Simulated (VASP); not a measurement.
Cu, 1 atom in the cell. It takes space group Fm-3m (No. 225, cubic). The conventional cell has a = 3.615 Å, b = 3.615 Å, c = 3.615 Å, α = 90.00°, β = 90.00°, γ = 90.00°. Cu (site symmetry m-3m) is surrounded by 12 Cu at 2.56 Å. 

| Quantity | Value |
| --- | --- |
| Program | VASP 6.6.1 |
| Task | single point |
| Functional | PBE |
| Potentials or basis | VASP PAW PBE potentials, release 64 (Cu) |
| Cutoff | 300 eV |
| k mesh | 14 × 14 × 14 |
| Occupations | gaussian, width 0.1 eV |
| Spin | no spin polarisation |
| Further INCAR settings | ALGO = Fast; EDIFF = 1e-07 |

Potentials or basis: VASP PAW PBE potentials, release 64 (Cu).

Launch:

```sh
$ cat potpaw_PBE.64/Cu/POTCAR > POTCAR
$ mpirun -np 1 vasp_std > vasp.out
```

Hardware: 1 thread of Intel(R) Xeon(R) Platinum 8488C (Sapphire Rapids), with other jobs on the host.

**Question.** Estimate the wall time of this run.

**Answer.** Wall time 3.9 s on 1 thread of Intel(R) Xeon(R) Platinum 8488C (Sapphire Rapids), on a shared host, peak memory 0.11 GiB. Counts: scf iterations 17, k points 104.
